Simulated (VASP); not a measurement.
Wanted: the native input for a VASP 6.6.1 run.

* Task: core levels
* Functional: PBEsol
* Potentials or basis: VASP PAW PBE potentials, release 64 (Au)
* Cutoff: 520 eV
* k mesh: 4 × 4 × 4
* Occupations: methfessel-paxton, width 0.1 eV
* Spin: no spin polarisation
* Further INCAR settings: ALGO = Normal; EDIFF = 1e-06

The structure of Au lies in POSCAR:

```
Au
1.0
    0.0000000000      4.0700000000      4.0700000000
    4.0700000000      0.0000000000      4.0700000000
    4.0700000000      4.0700000000      0.0000000000
Au
8
Direct
    0.0000000000      0.0000000000      0.0000000000
    0.0000000000      0.0000000000      0.5000000000
    0.0000000000      0.5000000000      0.0000000000
    0.0000000000      0.5000000000      0.5000000000
    0.5000000000      0.0000000000      0.0000000000
    0.5000000000      0.0000000000      0.5000000000
    0.5000000000      0.5000000000      0.0000000000
    0.5000000000      0.5000000000      0.5000000000
```

The input as run:

INCAR

```
SYSTEM = Au
PREC = Accurate
ENCUT = 520
EDIFF = 1E-6
ISMEAR = 1
SIGMA = 0.1
LREAL = .FALSE.
LASPH = .TRUE.
NELM = 80
ALGO = Normal
ISIF = 2
LWAVE = .FALSE.
LCHARG = .FALSE.
GGA = PS
ICORELEVEL = 1
KPAR = 4
```

KPOINTS

```
Automatic mesh
0
G
  4 4 4
  0 0 0
```

Potentials or basis: VASP PAW PBE potentials, release 64 (Au).

Launch:

```bash
$ cat potpaw_PBE.64/Au/POTCAR > POTCAR
$ mpirun -np 4 vasp_std > vasp.out
```

Results of the run:

The pressure is 2.4 GPa and the band gap on the k mesh is none (metal or under the smearing width).

Caveat: the PAW data sets were made with another functional, which shifts forces and pressure a little.

Run time: 12 s on 4 MPI ranks on Intel(R) Xeon(R) 6975P-C (Granite Rapids), on a shared host, peak memory 0.32 GiB a rank.
